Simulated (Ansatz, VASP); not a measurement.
## Two plane-wave programs on Ga4TeAs

The input INCAR:

```
SYSTEM = Ga4TeAs
ALGO     = Normal         ! electronic algorithm
EDIFF    = 1E-7           ! SCF threshold, eV
ENCUT    = 520            ! plane-wave cutoff, eV
GGA      = PE             ! functional
ISIF     = 2              ! what is computed and relaxed
ISMEAR   = 0              ! smearing method
LASPH    = .True.         ! aspherical terms in the spheres
LCHARG   = .True.         ! write CHGCAR
LELF     = .True.         ! ELF
LREAL    = .False.        ! projectors in reciprocal space
LVHAR    = .True.       
LWAVE    = .False.        ! write WAVECAR
NBANDS   = 40             ! bands
NELM     = 60             ! most SCF steps
PREC     = Accurate       ! precision mode
SIGMA    = 0.1            ! smearing width, eV
```

Contents of KPOINTS:

```
k-points
0
Gamma
  4 4 4
  0 0 0
```

The input POSCAR:

```
Ga4TeAs
1.0
    4.0284803600      0.0000000000      0.0000000000
    0.0000000000      4.0284803600      0.0000000000
    0.0000000000      0.0000000000      6.8228947100
Ga Te As
4 1 1
Direct
    0.0000000000      0.0000000000      0.6049659800
    0.5000000000      0.5000000000      0.1051210000
    0.5000000000      0.5000000000      0.8948790000
    0.0000000000      0.0000000000      0.3950340200
    0.5000000000      0.5000000000      0.5000000000
    0.0000000000      0.0000000000      0.0000000000
```

Input for Ansatz:

```yaml
crystal:
  lattice:
    - [4.02848036, 0.0, 0.0]
    - [0.0, 4.02848036, 0.0]
    - [0.0, 0.0, 6.82289471]
  atoms:
    - { symbol: Ga, position: [0.0, 0.0, 0.60496598] }
    - { symbol: Ga, position: [0.5, 0.5, 0.105121] }
    - { symbol: Ga, position: [0.5, 0.5, 0.894879] }
    - { symbol: Ga, position: [0.0, 0.0, 0.39503402] }
    - { symbol: Te, position: [0.5, 0.5, 0.5] }
    - { symbol: As, position: [0.0, 0.0, 0.0] }
basis:
  ecutwfc: 420
kpoints:
  mp_grid: { grid: [4, 4, 4] }
hamiltonian:
  xc: pbe
scf:
  occupations: { method: gaussian, width: 0.1 }
  lower_state_search: "off"
output:
  forces: true
  stress: true
  eigenvalues: true
```

Change from the starting cell: species swapped into the YHoC4 type (P4/mmm, No. 123).

Alike in both runs: task single point; functional PBE; k mesh 4 × 4 × 4; occupations gaussian, width 0.1 eV; no spin polarisation.

|  | VASP | Ansatz |
| --- | --- | --- |
| version | VASP 6.6.1 | Ansatz 0.2.0 |
| potentials or method | VASP PAW PBE potentials, release 64 (Ga_d, Te, As) | scalar-relativistic, plane waves, PAW |
| plane-wave cutoff (eV) | 520 | 420 |
| valence electrons in the cell | 63 | 83 |

VASP gave:

* gap on the k mesh at the Fermi level (eV): none
* rms of the force components (eV/Å): 24.906

Problem. What did Ansatz give for the same quantities?

Solution. gap on the k mesh at the Fermi level (eV): none; rms of the force components (eV/Å): 30.464.

Atom by atom the forces differ by 5.562 eV/Å (rms over components). A gap of «none» marks a metal or a gap that the smearing closes. The two sets of potentials don't hold the same shells in valence.

Caveats: the k mesh is coarse (spacing up to 0.39 Å⁻¹), so the values aren't converged; forces of over 1 eV/Å show positions far from the minimum, so gaps and moduli don't describe the material at rest. Spin-orbit coupling is left out, which matters for the levels of Te.
